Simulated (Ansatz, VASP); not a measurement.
## ZrC in two plane-wave programs

Aim: how closely do two programs agree when they are given the same cell, functional and k mesh? The cell is taken from a series of runs on this material, whose earlier steps may have relaxed, scaled, displaced or heated it; both programs get it as it stands.

Method: plane waves, with VASP 6.6.1 beside it; relaxation of cell and atoms at PBE with D3(BJ), zone-centre phonons at LDA and zone-centre phonons at PBE with D3(BJ), in Ansatz 0.2.0.

## Step 1: Starting point

Symmetry: Fm-3m, No. 225, cubic system. Conventional cell: a = 4.669 Å, b = 4.669 Å, c = 4.669 Å, α = 90.00°, β = 90.00°, γ = 90.00°. Zr has 6 C at 2.33 Å nearest. Nearest to C lie 6 Zr at 2.33 Å. Farther neighbours are not listed.

As a file:

```cif
data_structure
_symmetry_space_group_name_H-M 'Fm-3m'
_symmetry_Int_Tables_number 225
_cell_length_a 4.6688
_cell_length_b 4.6688
_cell_length_c 4.6688
_cell_angle_alpha 90.000
_cell_angle_beta 90.000
_cell_angle_gamma 90.000
_cell_volume 101.77
loop_
_atom_site_label
_atom_site_type_symbol
_atom_site_symmetry_multiplicity
_atom_site_Wyckoff_symbol
_atom_site_fract_x
_atom_site_fract_y
_atom_site_fract_z
_atom_site_occupancy
Zr1 Zr 4 b 0.50000 0.00000 0.00000 1
C1 C 4 a 0.00000 0.00000 0.00000 1
```

## Step 2: Ansatz: relaxation of cell and atoms, PBE with D3(BJ)

Ansatz runs on its default PAW (the set named soft_2) files.

The relaxed volume is the usual yardstick between codes: in a stiff, nearly cubic crystal its relative difference is about their pressure difference at one cell divided by the bulk modulus.

input.yaml

```yaml
crystal:
  lattice:
    - [0.0, 2.3343918099, 2.3343918099]
    - [2.3343918099, 0.0, 2.3343918099]
    - [2.3343918099, 2.3343918099, 0.0]
  atoms:
    - { symbol: Zr, position: [0.5, 0.5, 0.5] }
    - { symbol: C, position: [0.0, 0.0, 0.0] }
kpoints:
  mp_grid: { grid: [16, 16, 16] }
hamiltonian:
  xc: pbe
  dispersion: d3bj
scf:
  occupations: { method: methfessel_paxton, width: 0.15 }
output:
  forces: true
  stress: true
  eigenvalues: true
relax:
  adjacent_minimum: "off"
  f_tol: 0.001
  max_steps: 60
  cell: { stress_tol: 0.01 }
```

Command:

```console
ansatz run input.yaml --threads 4 --pin off --max-ram 7168MiB --backend cpu --events-out ev --progress --plain --runs-dir out
```

Numbers of over 12 decimals in the logs are rounded to 6 here.

The log of the run:

```text
Engine: ansatz 0.2.0, aarch64-unknown-linux-gnu
Pseudopotentials: kind: paw
Pseudopotential: Zr, paw, valence charge 12, recommended cutoff 420 eV (normal), Zr.paw.azcp
Pseudopotential: C, paw, valence charge 4, recommended cutoff 420 eV (normal), C.paw.azcp
Functional definition: PBE
  parameter kappa = 0.804
  parameter beta = 0.066725
  exchange = pbe_x(kappa = kappa, mu = beta*pi^2/3)
  correlation = pbe_c(beta = beta)
Crystal: 2 atoms, lattice volume = 25.442 Å³
Basis set: ecut = 420 eV, 531 PW (Γ), exchange–correlation on 48×48×48 points (8 copies of the dense FFT grid, shifted against one another)
Bands: 12, of which v1, the nominal top of the filled ones, is band 8 counted from 1 (7 counted from 0)
Symmetry: 48 space group operations
Space group: Fm-3m (ITA 225), of the structure as read, at distance tolerance 2.9e-5 Å
k-points: 145 of 4096
Non-local potential: Zr, projectors of the file, l = 0: 3, l = 1: 2, l = 2: 2, l = 3: 2
Non-local potential: C, projectors of the file, l = 0: 2, l = 1: 2, l = 2: 1
PAW form: soft (Blöchl's): semilocal exchange-correlation on the pseudo side does not see the compensation charge
PAW one-centre angular grid: Zr, 590 points (default); XC on 64 Gauss nodes
PAW one-centre angular grid: C, 110 points (default); XC on 64 Gauss nodes
Initial density: superposition of atomic densities (neutral atoms: chi_scale 0, normalization atom), corrected by the library's trained network
Initial wavefunctions: pseudopotential atomic-orbital guess
Functional: x = pbe(κ = 0.804, μ = 0.219515), c = pbe(β = 0.066725)
SCF iter   1: F=—  HF=-4437.300336 eV  |F-HF|=—  |Δ(HF+E_count)|=         —  Δρ=1.06e-3  dr2=1.76e-4  ethr=1.77e-3  ⟨swp⟩=5.0  Hψ=8708  notcnv=0
preconditioner: auto → none  [metal: Δε(μ)=0.040 eV  Ē_g=18.086 eV  σ=0.150 eV  W_gap=0.22  n_scr=8 (ndim 8)  ℏωp=27.5 eV  f_vac=0.000  D(μ)=0.36/eV (n_scr^D=0)  sad-step TF]
SCF iter   2: F=—  HF=-4437.300085 eV  |F-HF|=—  |Δ(HF+E_count)|=   2.51e-4  S|Δr|=    0.00e0  Δρ=5.76e-4  dr2=5.55e-5  ethr=1.10e-6  ⟨swp⟩=2.1  Hψ=3992  notcnv=0
SCF iter   3: F=—  HF=-4437.300107 eV  |F-HF|=—  |Δ(HF+E_count)|=   2.22e-5  S|Δr|=    0.00e0  Δρ=1.87e-4  dr2=7.25e-6  ethr=3.47e-7  ⟨swp⟩=2.1  Hψ=2298  notcnv=0
SCF iter   4: F=—  HF=-4437.300104 eV  |F-HF|=—  |Δ(HF+E_count)|=   2.72e-6  S|Δr|=    0.00e0  Δρ=7.02e-5  dr2=1.03e-6  ethr=4.53e-8  ⟨swp⟩=2.4  Hψ=2871  notcnv=0
SCF iter   5: F=-4437.300104 eV  HF=-4437.300104 eV  |F-HF|=1.43e-9  |Δ(HF+E_count)|=   4.14e-7  S|Δr|=    0.00e0  Δρ=1.03e-5  dr2=1.36e-8  ethr=6.25e-10  ⟨swp⟩=3.0  Hψ=6755  notcnv=0
SCF 1 converged in 5 iterations: F = -4437.300104 eV  dr2 = 1.36e-8
  greatest PAW one-centre occupation: 0.996 electrons in one spin orbital (limit 2), on the Zr atom at site 0 (counted from 0), in its partial waves of l = 0
relax step   1: F+E_penalty+E_count = -4437.30010387 eV  Δ(F+E_penalty+E_count) = +0.000e0 eV  max|allowed force component| = 1.759e-29 eV/Å  Δτ_max = 0.0000 Å  P = +0.588 GPa  Ω = 25.442 Å³  (5 SCF iters, dr2 threshold 1.00e-7 eV, accepted)
[...]
relax step   2: F+E_penalty+E_count = -4437.29999613 eV  Δ(F+E_penalty+E_count) = +1.077e-4 eV  max|allowed force component| = 1.402e-29 eV/Å  Δτ_max = 0.0000 Å  P = -0.479 GPa  Ω = 25.558 Å³  energy of the carried Pulay correction = -1.456e-4 eV  (3 SCF iters, dr2 threshold 2.00e-7 eV, accepted)
[...]
relax step   3: F+E_penalty+E_count = -4437.30014031 eV  Δ(F+E_penalty+E_count) = -1.442e-4 eV  max|allowed force component| = 6.640e-30 eV/Å  Δτ_max = 0.0000 Å  P = -0.002 GPa  Ω = 25.506 Å³  energy of the carried Pulay correction = -8.014e-5 eV  (3 SCF iters, dr2 threshold 2.00e-7 eV, accepted)
[...]
relax step   4: F+E_penalty+E_count = -4437.30020810 eV  Δ(F+E_penalty+E_count) = -6.779e-5 eV  max|allowed force component| = 5.308e-30 eV/Å  Δτ_max = 0.0000 Å  P = +0.002 GPa  Ω = 25.506 Å³  stress off target by 2.43e-3 GPa  SCF on the basis re-selected at this cell (its energy is not comparable with the rows above)  (6 SCF iters)
basis re-selected at this cell: Δ(F+E_penalty+E_count) = -6.779e-5 eV, ΔP = +0.004 GPa vs the last step (what re-selecting the basis moved, of the pressure what is left beyond the Pulay correction that the steps carried, after the strain that the cell walked since its last selection, with what the two solves' SCF thresholds leave and, on support functions, any second-order correction that the steps lacked; it is no m [...]
SCF converged after 6 iterations
Stability not checked: this state was not tested for a lower state beside it, because cold or Methfessel-Paxton smearing, or corrected tetrahedra, fill the levels in a way that the test cannot read (fill_not_monotonic; see scf.lower_state_search)
Free energy (F): -4437.300208 eV
Harris-Foulkes:  -4437.300208 eV  (|F-HF|=9.09e-13)
Internal energy: -4437.299822 eV  (E = F + TS)
E sigma→0 (E₀):  -4437.300112 eV
Entropy (-TS):   -0.000386 eV (-0.193 meV/atom)
Fermi energy:    15.153820 eV
Step filling:    the computed levels leave a gap of 0.0104 eV = 0.1 smearing widths at the electron count; against every level under it full and every level over it empty, smearing changes F+E_penalty+E_count by -0.335 meV and its σ→0 estimate by -0.238 meV
--- Per-component energies (eV) ---
  E_band       = -43.664686
  E_kinetic    = 423.832687
  E_local      = -585.606956  (includes V_loc(G=0)·N_el)
  E_nonlocal   = 104.514125
  E_hartree    = 176.221860
  E_xc         = -211.844152
  E_vxc        = -253.327095  (∫ρ·V_xc dr)
  E_paw        = -3052.089955  (= ΣΔE_a)
  E_vpaw       = -85.521203  (= ΣTr[D̂ρ^β])
  E_aug_tail   = 0.000030  (compensation charges beyond the density's cutoff)
  E_ewald      = -1291.512877
  E_disp       = -0.814584  (pairwise vdW)
  E_smearing   = -0.000386  (= −TS)
  E_closure    = -0.000000  (closes the sum)
  Σ components = -4437.300208   (vs F -4437.300208, Δ=0.00e0)
--- Forces (eV/Å), atoms counted from 1 ---
  atom   1  Zr     0.00000000    -0.00000000     0.00000000
  atom   2  C     -0.00000000     0.00000000    -0.00000000
  max |Σ_I F_I| component: 1.04e-29 eV/Å
--- Stress (GPa, compression-positive) ---
        0.002433      -0.000000      -0.000000
       -0.000000       0.002433      -0.000000
       -0.000000      -0.000000       0.002433
  P = ⅓ Tr σ = 0.0024 GPa (0.024 kbar)
--- Band table (eV; the first three rows and the last of 145) ---
  k-point 0: bands = [... 4 lower, 3.7954, 16.1044, 16.1044, 16.1044, 16.2670, 16.2670, 16.2670, 18.0302]
  k-point 1: bands = [... 4 lower, 3.8874, 15.3537, 15.5538, 15.5538, 16.4847, 16.4847, 16.8135, 18.5515]
  k-point 2: bands = [... 4 lower, 4.1539, 14.3935, 14.7615, 14.7615, 16.7792, 16.7792, 17.2485, 19.6049]
  k-point 144: bands = [... 4 lower, 5.6661, 12.4852, 12.8169, 12.8169, 18.5029, 18.5029, 20.9681, 22.3729]
--- Relaxed structure (3 steps of the walk, 3 accepted, 1 SCFs on fresh bases) ---
  F+E_penalty+E_count = -4437.30020810 eV   max|allowed force component| = 5.308e-30 eV/Å   (the final SCF, on the basis selected at the relaxed cell)
  cell:  # Å, volume = 25.5059 Å³
    - [0, 2.336344, 2.336344]
    - [2.336344, 0, 2.336344]
    - [2.336344, 2.336344, 0]
  atoms:
    - { symbol: Zr, position: [0.5, 0.5, 0.5] }
    - { symbol: C, position: [0, 0, 0] }
```

## Step 3: VASP: relaxation of cell and atoms, PBE with D3(BJ)

The same cell, functional, mesh and smearing now go to VASP, with its own data sets.

Lines of VASP's logs that name or quote its potential files are left out, and so is its time.

INCAR

```
SYSTEM = ZrC
PREC = Accurate
ENCUT = 600
EDIFF = 1E-07
NELM = 120
ISMEAR = 1
SIGMA = 0.15
LREAL = .FALSE.
ALGO = Normal
GGA = PE
IVDW = 12
NBANDS = 14
LASPH = .TRUE.
LORBIT = 11
LWAVE = .FALSE.
LCHARG = .FALSE.
ISIF = 3
IBRION = 2
NSW = 80
EDIFFG = -0.005
GGA_COMPAT = .FALSE.
NELMIN = 4
KPAR = 2
```

POSCAR

```
ZrC
1.0
    0.0000000000      2.3343920000      2.3343920000
    2.3343920000      0.0000000000      2.3343920000
    2.3343920000      2.3343920000      0.0000000000
Zr C
1 1
Direct
    0.5000000000      0.5000000000      0.5000000000
    0.0000000000      0.0000000000      0.0000000000
```

KPOINTS

```
Automatic mesh
0
Gamma
16 16 16
0 0 0
```

Potentials, in the order of the species: Zr_sv and C (PBE family, release 64).

Command:

```console
mpirun -np 2 vasp_std
```

The log of the run:

```text
[banner, memory and clock lines left out]
running    2 mpi-ranks, on    1 nodes
 distrk:  each k-point on    1 cores,    2 groups
 distr:  one band on    1 cores,    1 groups

 POSCAR found type information on POSCAR ZrC
 POSCAR found :  2 types and       2 ions
 LDA part: xc-table for (Slater+PW92), standard interpolation
 POSCAR, INCAR and KPOINTS ok, starting setup
 FFT: planning ... GRIDC
 FFT: planning ... GRID_SOFT
 FFT: planning ... GRID
 WAVECAR not read
 entering main loop
       N       E                     dE             d eps       ncg     rms          rms(c)
DAV:   1     0.114608871302E+03    0.11461E+03   -0.94931E+03  4068   0.129E+03
DAV:   2    -0.157637755528E+02   -0.13037E+03   -0.12225E+03  5050   0.320E+02
DAV:   3    -0.227077837710E+02   -0.69440E+01   -0.68826E+01  6822   0.647E+01
DAV:   4    -0.228887760174E+02   -0.18099E+00   -0.18094E+00  4810   0.682E+00
DAV:   5    -0.228912206776E+02   -0.24447E-02   -0.24446E-02  5664   0.716E-01    0.212E+01
DAV:   6    -0.195717888751E+02    0.33194E+01   -0.78742E+00  4890   0.244E+01    0.754E+00
DAV:   7    -0.194628533156E+02    0.10894E+00   -0.49235E-01  4646   0.604E+00    0.647E+00
DAV:   8    -0.194765552222E+02   -0.13702E-01   -0.27547E-01  4816   0.440E+00    0.474E+00
DAV:   9    -0.194487935715E+02    0.27762E-01   -0.65049E-02  4552   0.193E+00    0.286E-01
DAV:  10    -0.194493677510E+02   -0.57418E-03   -0.38293E-03  5118   0.576E-01    0.541E-01
DAV:  11    -0.194490580984E+02    0.30965E-03   -0.10407E-03  4660   0.278E-01    0.565E-02
DAV:  12    -0.194490541125E+02    0.39859E-05   -0.15960E-05  5142   0.315E-02    0.141E-02
DAV:  13    -0.194490528804E+02    0.12321E-05   -0.17127E-06  4882   0.901E-03    0.377E-03
DAV:  14    -0.194490528239E+02    0.56506E-07   -0.68727E-08  2984   0.201E-03
   1 F= -.20265526E+02 E0= -.20265402E+02  d E =-.202655E+02
 curvature:   0.00 expect dE= 0.000E+00 dE for cont linesearch  0.000E+00
 trial: gam= 0.00000 g(F)=  0.162E-58 g(S)=  0.109E-02 ort = 0.000E+00 (trialstep = 0.100E+01)
 search vector abs. value=  0.109E-02
 bond charge predicted
       N       E                     dE             d eps       ncg     rms          rms(c)
DAV:   1    -0.194636553928E+02   -0.14603E-01   -0.24832E-01  4444   0.515E+00    0.113E+00
DAV:   2    -0.194572152253E+02    0.64402E-02   -0.15598E-02  4738   0.143E+00    0.324E-01
DAV:   3    -0.194559312391E+02    0.12840E-02   -0.60371E-03  6042   0.570E-01    0.871E-02
DAV:   4    -0.194560675345E+02   -0.13630E-03   -0.29612E-04  6724   0.126E-01    0.942E-02
DAV:   5    -0.194561872736E+02   -0.11974E-03   -0.78815E-05  6660   0.544E-02    0.200E-02
DAV:   6    -0.194562070550E+02   -0.19781E-04   -0.56150E-05  6604   0.462E-02    0.799E-03
DAV:   7    -0.194562065804E+02    0.47459E-06   -0.10188E-06  4330   0.109E-02    0.124E-03
DAV:   8    -0.194562063284E+02    0.25192E-06   -0.57570E-08  3638   0.235E-03    0.608E-04
DAV:   9    -0.194562063545E+02   -0.26083E-07   -0.13566E-08  2330   0.101E-03
   2 F= -.20265148E+02 E0= -.20265006E+02  d E =0.378499E-03
 trial-energy change:    0.000378  1 .order    0.000364   -0.001093    0.001820
 step:   0.3680(harm=  0.3751)  dis= 0.00000  next Energy=   -20.265726 (dE=-0.200E-03)
 bond charge predicted
       N       E                     dE             d eps       ncg     rms          rms(c)
DAV:   1    -0.194550298905E+02    0.11764E-02   -0.99520E-02  4468   0.325E+00    0.719E-01
DAV:   2    -0.194524034728E+02    0.26264E-02   -0.60284E-03  4696   0.892E-01    0.205E-01
DAV:   3    -0.194518957480E+02    0.50772E-03   -0.24947E-03  6086   0.367E-01    0.589E-02
DAV:   4    -0.194519597864E+02   -0.64038E-04   -0.10713E-04  6718   0.750E-02    0.594E-02
DAV:   5    -0.194520227353E+02   -0.62949E-04   -0.37982E-05  6676   0.370E-02    0.970E-03
DAV:   6    -0.194520336037E+02   -0.10868E-04   -0.18193E-05  6740   0.272E-02    0.498E-03
DAV:   7    -0.194520344638E+02   -0.86011E-06   -0.37719E-07  4324   0.692E-03    0.678E-04
DAV:   8    -0.194520345891E+02   -0.12530E-06   -0.12684E-08  2756   0.121E-03    0.366E-04
DAV:   9    -0.194520345786E+02    0.10508E-07   -0.35759E-09  2270   0.567E-04
   3 F= -.20265725E+02 E0= -.20265594E+02  d E =-.198920E-03
 curvature:  -0.19 expect dE=-0.206E-07 dE for cont linesearch -0.206E-07
 trial: gam=-0.00993 g(F)=  0.696E-59 g(S)=  0.110E-06 ort = 0.110E-04 (trialstep = 0.874E+00)
 search vector abs. value=  0.111E-09
 reached required accuracy - stopping structural energy minimisation
```

From OUTCAR (step 3):

```text
ion  position               nearest neighbor table
   1  0.500  0.500  0.500-   2 2.33   2 2.33   2 2.33   2 2.33   2 2.33   2 2.33
   2  0.000  0.000  0.000-   1 2.33   1 2.33   1 2.33   1 2.33   1 2.33   1 2.33

  LATTYP: Found a face centered cubic cell.
 ALAT       =     4.6687840000

 Subroutine GETGRP returns: Found 48 space group operations
 (whereof 48 operations were pure point group operations)

The static configuration has the point symmetry O_h .

 Found    145 irreducible k-points:

   k-points           NKPTS =    145   k-points in BZ     NKDIM =    145   number of bands    NBANDS=     14

   dimension x,y,z NGX =    28 NGY =   28 NGZ =   28
   dimension x,y,z NGXF=    56 NGYF=   56 NGZF=   56

   ENCUT  =  600.0 eV  44.10 Ry    6.64 a.u.   6.59  6.59  6.59*2*pi/ulx,y,z

   NELECT =      16.0000    total number of electrons

 k-points in reciprocal lattice and weights: Automatic mesh
   0.00000000  0.00000000  0.00000000       0.000
   0.06250000  0.00000000  0.00000000       0.002
   0.12500000  0.00000000  0.00000000       0.002
   0.18750000  0.00000000  0.00000000       0.002
   0.25000000  0.00000000  0.00000000       0.002
   0.31250000  0.00000000  0.00000000       0.002
   0.37500000  0.00000000  0.00000000       0.002
   0.43750000  0.00000000  0.00000000       0.002
   0.50000000  0.00000000  0.00000000       0.001
[...]
-0.31250000  0.50000000  0.18750000       0.003
  -0.25000000  0.50000000  0.25000000       0.001

 Edisp (eV)   -0.80894

 average (electrostatic) potential at core
       1 -72.9798       2 -43.8389

 E-fermi :   9.7970

 k-point     1 :       0.0000    0.0000    0.0000
  band No.  band energies     occupation
      1     -38.2301      2.00000
      2     -15.9293      2.00000
      3     -15.9293      2.00000
      4     -15.9293      2.00000
      5      -1.5573      2.00000
      6      10.7479     -0.00000
      7      10.7479     -0.00000
      8      10.7479     -0.00000
      9      10.9096     -0.00000
     10      10.9096     -0.00000
    ...

 k-point     2 :       0.0625    0.0000    0.0000
  band No.  band energies     occupation
      1     -38.2260      2.00000
      2     -15.9668      2.00000
      3     -15.9326      2.00000
      4     -15.9326      2.00000
      5      -1.4655      2.00000
      6       9.9972     -0.06774
      7      10.1976     -0.00105
      8      10.1976     -0.00105
      9      11.1273     -0.00000
     10      11.1273     -0.00000
    ...

 k-point     3 :       0.1250    0.0000    0.0000
  band No.  band energies     occupation
    ...
      4     -15.9417      2.00000
      5      -1.1998      2.00000
      6       9.0370      2.00000
      7       9.4061      2.00142
      8       9.4061      2.00142
      9      11.4216     -0.00000
     10      11.4216     -0.00000
     11      11.8901     -0.00000
     12      14.2454      0.00000
     13      14.2454      0.00000
    ...

 Edisp (eV)   -0.81369

  Total       0.00123     0.00123     0.00123     0.00000     0.00000     0.00000
  in kB       0.07733     0.07733     0.07733     0.00000     0.00000     0.00000
  external pressure =        0.08 kB  Pullay stress =        0.00 kB

  energy-cutoff  :      600.00
  volume of cell :       25.53
      direct lattice vectors                 reciprocal lattice vectors
    -0.000000000  2.336938233  2.336938233    -0.213955163  0.213955163  0.213955163
     2.336938233 -0.000000000  2.336938233     0.213955163 -0.213955163  0.213955163
     2.336938233  2.336938233  0.000000000     0.213955163  0.213955163 -0.213955163

 POSITION                                       TOTAL-FORCE (eV/Angst)
 -----------------------------------------------------------------------------------
      2.33694      2.33694      2.33694        -0.000000     -0.000000      0.000000
      0.00000      0.00000      0.00000         0.000000      0.000000     -0.000000
 -----------------------------------------------------------------------------------
    total drift:                                0.000000      0.000000      0.000000

  FREE ENERGIE OF THE ION-ELECTRON SYSTEM (eV)
  ---------------------------------------------------
  free  energy   TOTEN  =       -20.2657249608 eV

  energy  without entropy=      -20.2653335501  energy(sigma->0) =      -20.26559449

 reached required accuracy - stopping structural energy minimisation

 total charge
# of ion       s       p       d       tot
------------------------------------------
    1        2.178   6.047   1.650   9.876
    2        0.887   1.485   0.000   2.371
--------------------------------------------------
tot          3.065   7.532   1.650  12.247

[... 3 further parts left out ...]
```

Dispersion corrections of this kind ignore metallic screening and tend to overbind metals.

## Step 4: Side by side

Known differences besides the potentials themselves: the cutoff is 420 eV in Ansatz and 600 eV in VASP; Ansatz adds a Pulay correction to the stress that steers its cell, VASP none. Total energies have different zeros and are not compared.

Compared:

```tsv
quantity	Ansatz	VASP	difference
volume (Å³)	25.51	25.53	-0.08 %
edge a after relaxation, in the typed setting (Å)	3.304	3.305	-0.02 %
```

(Continued in part 2 of 2.)

[Lines on the potential files, build, host, timing and source positions are cut from VASP's logs without a mark.]

[Logs are printed without paths, hosts, clocks, repeated set-up lines and the standing remarks that a program may print on its own settings, such as how far it seeks lower states.]

[Hosts, paths, dates, database ids (printed as entryN), source tags and the programs' standing remarks are cut or masked in the printed files.]
